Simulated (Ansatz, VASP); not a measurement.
# NiF2 (2H NiF2 monolayer): VASP beside Ansatz, part 2 of 2

Wanted: the spread between two codes on one cell, functional and k mesh. The structure shown is the end of the Ansatz relaxation below.

VASP 6.6.1 and Ansatz 0.2.0.

So far: The structure; Ansatz: relaxation, PBE; VASP: single point, PBE.

## (3) VASP: single point, PBE (continued)

Level of this step: PBE, spin-polarised from a ferromagnetic start; plane waves and PAW (Ni, F) (VASP).

Numbers of over 12 decimals in the logs are rounded to 6 here.

OUTCAR, selected parts (step 3):

```text
ion  position               nearest neighbor table
   1  0.000  0.000  0.500-   2 2.07   3 2.07   2 2.07   3 2.07   2 2.07   3 2.07
   2  0.333  0.667  0.579-   1 2.07   1 2.07   1 2.07
   3  0.333  0.667  0.421-   1 2.07   1 2.07   1 2.07

  LATTYP: Found a hexagonal cell.
 ALAT       =     2.9038374479
 C/A-ratio  =     5.2826648444

 Subroutine GETGRP returns: Found 12 space group operations
 (whereof 12 operations were pure point group operations)

The static configuration has the point symmetry D_3h.

 Found     12 irreducible k-points:

   k-points           NKPTS =     12   k-points in BZ     NKDIM =     12   number of bands    NBANDS=     21

   dimension x,y,z NGX =    24 NGY =   24 NGZ =  126
   dimension x,y,z NGXF=    48 NGYF=   48 NGZF=  252

   ENCUT  =  600.0 eV  44.10 Ry    6.64 a.u.   5.80  5.80 30.64*2*pi/ulx,y,z

   NELECT =      24.0000    total number of electrons

 k-points in reciprocal lattice and weights: Automatic mesh
   0.00000000  0.00000000  0.00000000       0.012
   0.11111111 -0.00000000  0.00000000       0.074
   0.22222222  0.00000000  0.00000000       0.074
   0.33333333  0.00000000  0.00000000       0.074
   0.44444444  0.00000000  0.00000000       0.074
   0.11111111  0.11111111  0.00000000       0.074
   0.22222222  0.11111111  0.00000000       0.148
   0.33333333  0.11111111  0.00000000       0.148
   0.44444444  0.11111111  0.00000000       0.074
   0.22222222  0.22222222  0.00000000       0.074
   0.33333333  0.22222222  0.00000000       0.148
   0.33333333  0.33333333  0.00000000       0.025

 average (electrostatic) potential at core
       1 -96.5354       2 -83.8250       3 -83.8250

 E-fermi :  -4.5341

 spin component 1
 k-point     1 :       0.0000    0.0000    0.0000
  band No.  band energies     occupation
    ...
      9      -6.8773      1.00000
     10      -6.6507      1.00000
     11      -6.6507      1.00000
     12      -5.7719      1.00000
     13      -5.7719      1.00000
     14      -2.1080      0.00000
     15       2.1016      0.00000
     16       2.7302      0.00000
     17       4.0678      0.00000
     18       4.1313      0.00000
    ...

 k-point     2 :       0.1111   -0.0000    0.0000
  band No.  band energies     occupation
    ...
      9      -6.9645      1.00000
     10      -6.7505      1.00000
     11      -6.5686      1.00000
     12      -5.8089      1.00000
     13      -5.8067      1.00000
     14      -1.6364      0.00000
     15       2.4790      0.00000
     16       3.0033      0.00000
     17       4.3933      0.00000
     18       4.4396      0.00000
    ...

 k-point     3 :       0.2222    0.0000    0.0000
  band No.  band energies     occupation
    ...
      9      -7.1379      1.00000
     10      -6.7646      1.00000
     11      -6.3890      1.00000
     12      -5.8970      1.00000
     13      -5.8820      1.00000
     14      -0.5085      0.00000
     15       3.4737      0.00000
     16       3.8105      0.00000
     17       5.1711      0.00000
     18       5.4775      0.00000
    ...

 k-point     4 :       0.3333    0.0000    0.0000
  band No.  band energies     occupation
    ...
      9      -7.2153      1.00000
     10      -6.5785      1.00000
     11      -6.2193      1.00000
     12      -6.0089      1.00000
     13      -5.9872      1.00000
     14       0.8641      0.00000
     15       4.9259      0.00000
     16       5.0355      0.00000
     17       6.1336      0.00000
     18       6.8832      0.00000
    ...

 k-point     5 :       0.4444    0.0000    0.0000
  band No.  band energies     occupation
    ...
      9      -7.1390      1.00000
     10      -6.4237      1.00000
     11      -6.1645      1.00000
     12      -6.1228      1.00000
     13      -6.0396      1.00000
     14       2.2613      0.00000
     15       4.2107      0.00000
     16       6.7404      0.00000
     17       7.1231      0.00000
     18       8.4114      0.00000
    ...

 k-point     6 :       0.1111    0.1111    0.0000
  band No.  band energies     occupation
    ...
      9      -7.0958      1.00000
     10      -6.8252      1.00000
     11      -6.4202      1.00000
     12      -5.8897      1.00000
     13      -5.8398      1.00000
     14      -0.8437      0.00000
     15       3.1593      0.00000
     16       3.5443      0.00000
     17       4.9153      0.00000
     18       5.1461      0.00000
    ...

  Total       -0.0353189     -0.0353189     -0.0904651     -0.0000000      0.0000000      0.0000000
  in kB       -0.5051464     -0.5051464     -1.2938708     -0.0000000      0.0000000      0.0000000
  external PRESSURE =      -0.7680545 kB  Pullay stress =       0.0000000 kB

  energy-cutoff  :      600.00
  volume of cell :      112.02
      direct lattice vectors                 reciprocal lattice vectors
     2.903837448  0.000000000  0.000000000     0.344371893  0.198823205  0.000000000
    -1.451918724  2.514796998  0.000000000     0.000000000  0.397646411  0.000000000
     0.000000000  0.000000000 15.340000000     0.000000000  0.000000000  0.065189048

 POSITION                                       TOTAL-FORCE (eV/Angst)
 -----------------------------------------------------------------------------------
      0.00000      0.00000      7.67000         0.000000     -0.000000      0.000000
     -0.00000      1.67653      8.88859         0.000000      0.000000      0.008550
     -0.00000      1.67653      6.45141        -0.000000     -0.000000     -0.008550
 -----------------------------------------------------------------------------------
    total drift:                                0.000001     -0.000000     -0.000000

  FREE ENERGIE OF THE ION-ELECTRON SYSTEM (eV)
  ---------------------------------------------------
  free  energy   TOTEN  =       -12.8821871980 eV

  energy  without entropy=      -12.8588842443  energy(sigma->0) =      -12.87053572

 total charge
# of ion       s       p       d       tot
------------------------------------------
    1        0.284   0.350   8.128   8.762
    2        1.738   4.300   0.000   6.038
    3        1.738   4.300   0.000   6.038
--------------------------------------------------
tot          3.760   8.951   8.128  20.839

 magnetization (x)
# of ion       s       p       d       tot
------------------------------------------
    1        0.000  -0.002   1.641   1.639
    2        0.004   0.159   0.000   0.162
    3        0.004   0.159   0.000   0.162
--------------------------------------------------
tot          0.008   0.315   1.641   1.964

[... 6 further parts left out ...]
```

The cell holds one magnetic atom, so no antiferromagnetic order fits into it.

## (4) Comparison

Known differences besides the potentials themselves: VASP starts from the moments at which Ansatz ended; the data sets hold 32 valence electrons in Ansatz (on its default PAW (the set named soft_2) files) and 24 in VASP; the cutoff is 420 eV in Ansatz and 600 eV in VASP; Ansatz's pressure holds a Pulay correction, VASP's none; site moments are counted in spheres of each program's own size. Total energies have different zeros and are not compared.

Both answers:

```csv
quantity,Ansatz,VASP,difference
pressure (GPa),0.01,-0.08,+0.08
total moment (μB),2.00,2.00,0.00
moment on Ni1 (μB),1.62,1.64,-0.02
moment on F2 (μB),0.16,0.16,0.00
moment on F3 (μB),0.16,0.16,0.00
```

At this near-relaxed geometry the largest component of a force difference is 7 meV/Å. With vacuum in the cell, a pressure given here is an average over mostly empty space and none of the material.

## (5) Summary of results

* difference in total moment (single point, PBE): 1.0e-4 μB

What this shows: The difference in total moment is 1.0e-4 μB (single point, PBE). The data sets hold unlike numbers of valence electrons (32 in Ansatz and 24 in VASP), so part of the differences comes from the potentials. Such differences can come from data sets, numerical settings and the points named under the comparisons, not from the functional's error against experiment.

[Lines on the potential files, build, host, timing and source positions are cut from VASP's logs without a mark.]

[Logs are printed without paths, hosts, clocks, repeated set-up lines and the standing remarks that a program may print on its own settings, such as how far it seeks lower states.]

[Hosts, paths, dates, database ids (printed as entryN), source tags and the programs' standing remarks are cut or masked in the printed files.]
